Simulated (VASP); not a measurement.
NaLaMnMoO6:

```
CELL_PARAMETERS angstrom
5.10934 -0.00669 0.01056
-0.23945 5.68925 0.00703
-0.92899 -2.82542 5.11884
ATOMIC_POSITIONS crystal
Na 0.40776 0.38086 0.07519
La 0.03690 0.66325 0.68598
Mn 0.44271 0.04268 0.40638
Mo 0.90251 0.96387 0.30442
O 0.73627 0.69569 0.99417
O 0.72288 0.91846 0.55299
O 0.70112 0.27368 0.37292
O 0.19224 0.75325 0.36660
O 0.17926 0.03365 0.11672
O 0.20034 0.27462 0.63197
```

The cell was built by a generator and needn't be a form met in nature.

| Property | Result |
| --- | --- |
| Program | VASP 6.6.1 |
| Task | single point |
| Functional | PBE |
| Potentials or basis | VASP PAW PBE potentials, release 64 (Na_pv, La, Mn_pv, Mo_sv, O) |
| Cutoff | 520 eV |
| k mesh | 6 × 6 × 5 |
| Occupations | fermi-dirac, width 0.05 eV |
| Spin | collinear spin, ferromagnetic start |
| Starting moments | [0.0, 0.0, 4.0, 1.0, 0.0, 0.0, 0.0, 0.0, 0.0, 0.0] μB |

On this cell: pressure 0.2 GPa; largest force 0.114 eV/Å; net moment 3.00 μB per cell; site moments Na +0.00; La +0.02; Mn +3.03; Mo -0.31; O +0.02, +0.00, -0.00, +0.01, +0.07 μB; band gap on the k mesh 0.84 eV, indirect (least direct gap 1.09 eV).

The same run follows on a disturbed copy (atoms moved at random, drawn with an rms of 0.05 Å):

```
Na La Mn Mo O
1.0
     5.10934   -0.00669    0.01056
    -0.23945    5.68925    0.00703
    -0.92899   -2.82542    5.11884
Na La Mn Mo O
1 1 1 1 6
Direct
  0.40883 0.38314 0.06865
  0.03023 0.66238 0.68989
  0.43620 0.04191 0.40285
  0.90659 0.96611 0.31004
  0.73735 0.69358 0.99202
  0.72008 0.91974 0.55704
  0.69757 0.27224 0.37454
  0.18443 0.75103 0.35933
  0.18214 0.03660 0.11979
  0.20874 0.27755 0.63197
```

Question: What does the disturbed cell give?

Answer: The energy moves by +6.8 meV/atom; pressure -0.1 GPa; largest force 1.067 eV/Å; net moment 3.00 μB per cell; site moments Na +0.00; La +0.02; Mn +3.04; Mo -0.31; O +0.02, -0.00, +0.01, +0.07 μB; band gap on the k mesh 0.67 eV, indirect (least direct gap 0.95 eV).

Forces on the atoms (eV/Å):
```
Na   0.047 -0.074  0.091
La   0.031  0.143 -0.130
Mn   0.707 -0.151  0.067
Mo  -0.705 -0.173 -0.782
O    0.100  0.327  0.693
O    0.126  0.167 -0.161
O    0.169  0.123  0.083
O    0.221 -0.495  0.331
O   -0.191  0.119 -0.325
O   -0.504  0.015  0.133
```

Stress tensor (GPa, compression positive):
```
 0.30 -0.89 -0.08
-0.89  0.31 -0.48
-0.08 -0.48 -0.87
```

Caveats: spin-orbit coupling is left out, which moves the levels of the heavy elements; an odd mesh through Γ misses points on the zone boundary, where band edges often lie; a cell with one magnetic atom can't hold antiferromagnetic order, which such compounds often take.
